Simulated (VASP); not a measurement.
The system is Y.

```
CELL_PARAMETERS angstrom
3.64257 0.00000 0.00000
-1.82128 3.15456 0.00000
0.00000 0.00000 5.87916
ATOMIC_POSITIONS crystal
Y 0.33333 0.66667 0.25000
Y 0.66667 0.33333 0.75000
```

- Program: VASP 6.6.1
- Task: relaxation of cell and atoms
- Functional: r2SCAN
- Potentials or basis: VASP PAW PBE potentials, release 64 (Y_sv)
- Cutoff: 600 eV
- k mesh: 15 × 15 × 8
- Occupations: gaussian, width 0.1 eV
- Spin: no spin polarisation

At the start: pressure -0.2 GPa; volume 33.78 Å³/atom.

Q: How do energy, volume and symmetry change on relaxing?

A: Over 6 steps the energy falls by 7.6 meV/atom and the volume is 33.49 Å³/atom (-0.9 %); space group P6_3/mmc (No. 194, to 0.05 Å).

The path:
| step | energy change (eV) | largest force (eV/Å) | pressure (GPa) | volume (Å³) |
| --- | --- | --- | --- | --- |
| 1 | 0.0000 | 0.0000 | -0.22 | 67.56 |
| 2 | -0.0126 | 0.0000 | -0.02 | 67.09 |
| 3 | -0.0151 | 0.0000 | 0.12 | 66.80 |
| 4 | -0.0151 | 0.0000 | 0.13 | 66.77 |
| 5 | -0.0152 | 0.0000 | -0.05 | 67.07 |
| 6 | -0.0152 | 0.0000 | 0.00 | 66.98 |

Final structure:
```
CELL_PARAMETERS angstrom
3.68360 0.00000 0.00000
-1.84180 3.19009 0.00000
0.00000 0.00000 5.69958
ATOMIC_POSITIONS crystal
Y 0.33333 0.66667 0.25000
Y 0.66667 0.33333 0.75000
```

Caveat: the PAW data sets were made with another functional, which shifts forces and pressure a little.
